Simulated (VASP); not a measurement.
Output of a VASP run:

**OUTCAR**
```
 ion  position               nearest neighbor table
   1  0.440  0.250  0.519-
   2  0.560  0.750  0.481-
   3  0.060  0.750  0.019-
   4  0.940  0.250  0.981-
   5  0.000  0.500  0.500-  19 3.05  20 3.05   9 3.05  10 3.05  17 3.06  18 3.06
   6  0.500  0.500  0.000-  17 3.05  18 3.05  11 3.05  12 3.05  19 3.06  20 3.06
   7  0.500  0.000  0.000-  15 3.05  16 3.05  11 3.05  12 3.05  13 3.06  14 3.06
   8  0.000  0.000  0.500-  13 3.05  14 3.05   9 3.05  10 3.05  15 3.06  16 3.06
   9  0.994  0.750  0.560-   5 3.05   8 3.05
  10  0.006  0.250  0.440-   5 3.05   8 3.05
  11  0.506  0.250  0.060-   6 3.05   7 3.05
  12  0.494  0.750  0.940-   6 3.05   7 3.05
  13  0.201  0.032  0.803-   8 3.05   7 3.06
  14  0.799  0.968  0.197-   8 3.05   7 3.06
  15  0.299  0.968  0.303-   7 3.05   8 3.06
  16  0.701  0.032  0.697-   7 3.05   8 3.06
  17  0.701  0.468  0.697-   6 3.05   5 3.06
  18  0.299  0.532  0.303-   6 3.05   5 3.06
  19  0.799  0.532  0.197-   5 3.05   6 3.06
  20  0.201  0.468  0.803-   5 3.05   6 3.06
  LATTYP: Found a simple orthorhombic cell.
 ALAT       =     8.2185460000
 B/A-ratio  =     1.0435460238
 C/A-ratio  =     1.4663365028
 Subroutine PRICEL returns:
 Original cell was already a primitive cell.
 Subroutine GETGRP returns: Found  8 space group operations
The static configuration has the point symmetry S_2 .
 The point group associated with its full space group is D_2h.
The dynamic configuration has the point symmetry S_2 .
 Subroutine INISYM returns: Found  8 space group operations
 Subroutine IBZKPT returns following result:
 Found      4 irreducible k-points:

 Following reciprocal coordinates:
            Coordinates               Weight
  0.000000  0.000000  0.000000      1.000000
  0.500000  0.000000  0.000000      1.000000
  0.000000  0.000000  0.500000      1.000000
  0.500000  0.000000  0.500000      1.000000
   k-points           NKPTS =      4   k-points in BZ     NKDIM =      4   number of bands    NBANDS=    105
   number of dos      NEDOS =    301   number of ions     NIONS =     20
   total plane-waves  NPLWV = 161280
   dimension x,y,z NGX =    48 NGY =   70 NGZ =   48
   dimension x,y,z NGXF=    96 NGYF=  140 NGZF=   96
   ions per type =               4   4  12
   PREC   = accura    normal or accurate (medium, high low for compatibility)
   ISTART =      0    job   : 0-new  1-cont  2-samecut
   ICHARG =      2    charge: 1-file 2-atom 10-const
   ISPIN  =      1    spin polarized calculation?
   LNONCOLLINEAR =      F non collinear calculations
   LSORBIT =      F    spin-orbit coupling
   INIWAV =      1    electr: 0-lowe 1-rand  2-diag
   ENCUT  =  300.0 eV  22.05 Ry    4.70 a.u.  12.11 17.02 11.61*2*pi/ulx,y,z
   NELM   =    100;   NELMIN=  2; NELMDL= -5     # of ELM steps
   EDIFF  = 0.1E-05   stopping-criterion for ELM
   LREAL  =      T    real-space projection
   NLSPLINE    = F    spline interpolate recip. space projectors
   LMAXMIX     =    4 max onsite mixed and CHGCAR
   VOSKOWN=      0    Vosko Wilk Nusair interpolation
   EDIFFG = 0.1E-04   stopping-criterion for IOM
   NSW    =      0    number of steps for IOM
   NBLOCK =      1;   KBLOCK =      1    inner block; outer block
   IBRION =     -1    ionic relax: 0-MD 1-quasi-New 2-CG
   NFREE  =      0    steps in history (QN), initial steepest desc. (CG)
   ISIF   =      2    stress and relaxation
   ISYM   =      2    0-nonsym 1-usesym 2-fastsym
   TEIN   =    0.0    initial temperature
   TEBEG  =    0.0;   TEEND  =   0.0 temperature during run
   SMASS  =  -3.00    Nose mass-parameter (am)
   PSTRESS=    0.0 pullay stress
   NELECT =     176.0000    total number of electrons
   EFERMI =   0.00;   METHOD = LEGACY
   ISMEAR =     0;   SIGMA  =   0.01  broadening in eV -4-tet -1-fermi 0-gaus
   IALGO  =     38    algorithm
   LDIAG  =      T    sub-space diagonalisation (order eigenvalues)
   IMIX   =      4    mixing-type and parameters
     AMIX     =   0.40;   BMIX     =  1.00
     AMIX_MAG =   1.60;   BMIX_MAG =  1.00
...
```

**OSZICAR**
```
       N       E                     dE             d eps       ncg     rms          rms(c)
DAV:   1     0.133430900725E+04    0.13343E+04   -0.55805E+04   888   0.964E+02
DAV:   2     0.113054241129E+03   -0.12213E+04   -0.11875E+04  1030   0.287E+02
DAV:   3    -0.602922623599E+02   -0.17335E+03   -0.17226E+03  1112   0.133E+02
DAV:   4    -0.661120661328E+02   -0.58198E+01   -0.58057E+01   968   0.312E+01
DAV:   5    -0.663754384198E+02   -0.26337E+00   -0.26326E+00  1120   0.560E+00    0.747E+00
DAV:   6    -0.634750059361E+02    0.29004E+01   -0.47128E+00  1216   0.105E+01    0.432E+00
DAV:   7    -0.632160181777E+02    0.25899E+00   -0.25082E+00  1144   0.423E+00    0.215E+00
DAV:   8    -0.632644796433E+02   -0.48461E-01   -0.31023E-01  1071   0.217E+00    0.535E-01
DAV:   9    -0.632641565043E+02    0.32314E-03   -0.44562E-02  1120   0.793E-01    0.194E-01
DAV:  10    -0.632663437231E+02   -0.21872E-02   -0.62404E-03   991   0.202E-01    0.119E-01
DAV:  11    -0.632675199366E+02   -0.11762E-02   -0.12342E-03  1048   0.124E-01    0.217E-02
DAV:  12    -0.632675424540E+02   -0.22517E-04   -0.53379E-05  1159   0.341E-02    0.138E-02
DAV:  13    -0.632675568498E+02   -0.14396E-04   -0.41073E-05   936   0.181E-02    0.602E-03
DAV:  14    -0.632675558837E+02    0.96610E-06   -0.43488E-06   840   0.674E-03
   1 F= -.63267556E+02 E0= -.63267556E+02  d E =-.901926E-71
```

OUTCAR:
```
------------------------ aborting loop because EDIFF is reached ----------------------------------------
  FORCE on cell =-STRESS in cart. coord.  units (eV):
  Direction    XX          YY          ZZ          XY          YZ          ZX
  --------------------------------------------------------------------------------------
  Total       -1.9335092      2.3360096     -1.4063546      0.0000000      0.0000000      0.0000000
  in kB       -3.6469230      4.4061064     -2.6526210      0.0000000      0.0000000      0.0000000
  external PRESSURE =      -0.6311459 kB  Pullay stress =       0.0000000 kB
  volume of cell :      849.44
      direct lattice vectors                 reciprocal lattice vectors
     8.576431000  0.000000000  0.000000000     0.116598618  0.000000000  0.000000000
     0.000000000 12.051154000  0.000000000     0.000000000  0.082979605  0.000000000
     0.000000000  0.000000000  8.218546000     0.000000000  0.000000000  0.121676024
 POSITION                                       TOTAL-FORCE (eV/Angst)
 -----------------------------------------------------------------------------------
      3.77226      3.01279      4.26912        -0.003654      0.000000     -0.029114
      4.80417      9.03837      3.94942         0.003654     -0.000000      0.029114
      0.51596      9.03837      0.15985         0.003654      0.000000     -0.029114
      8.06047      3.01279      8.05870        -0.003654     -0.000000      0.029114
      0.00000      6.02558      4.10927         0.000000      0.000000     -0.000000
      4.28822      6.02558      0.00000         0.000000      0.000000     -0.000000
      4.28822      0.00000      0.00000         0.000000      0.000000     -0.000000
      0.00000      0.00000      4.10927         0.000000      0.000000     -0.000000
      8.52274      9.03837      4.59967        -0.046820      0.000000      0.164609
      0.05369      3.01279      3.61887         0.046820      0.000000     -0.164609
      4.34190      3.01279      0.49040         0.046820      0.000000      0.164609
      4.23453      9.03837      7.72815        -0.046820      0.000000     -0.164609
      1.72403      0.38202      6.59777        -0.001429     -0.002040     -0.007114
      6.85240     11.66913      1.62078         0.001429      0.002040      0.007114
      2.56418     11.66913      2.48849         0.001429      0.002040     -0.007114
      6.01225      0.38202      5.73005        -0.001429     -0.002040      0.007114
      6.01225      5.64356      5.73005        -0.001429      0.002040      0.007114
      2.56418      6.40760      2.48849         0.001429     -0.002040     -0.007114
      6.85240      6.40760      1.62078         0.001429     -0.002040      0.007114
      1.72403      5.64356      6.59777        -0.001429      0.002040     -0.007114
 -----------------------------------------------------------------------------------
    total drift:                               -0.000000     -0.000000      0.000000
  FREE ENERGIE OF THE ION-ELECTRON SYSTEM (eV)
  ---------------------------------------------------
  free  energy   TOTEN  =       -63.2675558837 eV

  energy  without entropy=      -63.2675558837  energy(sigma->0) =      -63.26755588
```
(Selected blocks of OUTCAR.)

**POSCAR**
```
CsPbBr3
1
    8.5764310000     0.0000000000     0.0000000000
    0.0000000000    12.0511540000     0.0000000000
    0.0000000000     0.0000000000     8.2185460000
Cs Pb Br
4 4 12
Direct
  0.4398400000   0.2500000000   0.5194500000
  0.5601600000   0.7500000000   0.4805500000
  0.0601600000   0.7500000000   0.0194500000
  0.9398400000   0.2500000000   0.9805500000
  0.0000000000   0.5000000000   0.5000000000
  0.5000000000   0.5000000000   0.0000000000
  0.5000000000   0.0000000000   0.0000000000
  0.0000000000   0.0000000000   0.5000000000
  0.9937400000   0.7500000000   0.5596700000
  0.0062600000   0.2500000000   0.4403300000
  0.5062600000   0.2500000000   0.0596700000
  0.4937400000   0.7500000000   0.9403300000
  0.2010200000   0.0317000000   0.8027900000
  0.7989800000   0.9683000000   0.1972100000
  0.2989800000   0.9683000000   0.3027900000
  0.7010200000   0.0317000000   0.6972100000
  0.7010200000   0.4683000000   0.6972100000
  0.2989800000   0.5317000000   0.3027900000
  0.7989800000   0.5317000000   0.1972100000
  0.2010200000   0.4683000000   0.8027900000
```

Write an INCAR and KPOINTS that could have produced this output.

Several could match; the one computed here: the input of the run itself, PBE GGA, plane waves, VASP's PBE PAW potentials (set 64).

### INCAR
```
ALGO  =  Normal
EDIFF  =  1E-6
ENCUT  =  300
GGA  =  PE
ISIF  =  2
ISMEAR  =  0
LASPH  =  T
LCHARG  =  F
LMAXMIX  =  4
LREAL  =  Auto
LWAVE  =  F
NELM  =  100
PREC  =  Accurate
SIGMA  =  0.01
SYSTEM  =  CsPbBr3
```

File KPOINTS:
```
Automatic mesh
0
Gamma
2 1 2
0 0 0
```

POTCAR, in this order: Cs_sv Pb_d Br (PBE.64 set). Program: vasp_std.

At this cut-off the stress carries a Pulay error, which pulls relaxed volumes low.

The structure comes from a computed database's CsPbBr3 entry; how it stands against other phases isn't given here. The cell was not relaxed at this level. The k-mesh is coarse (spacing up to 0.52 per Å, 2π included), so the numbers may not be converged in it.
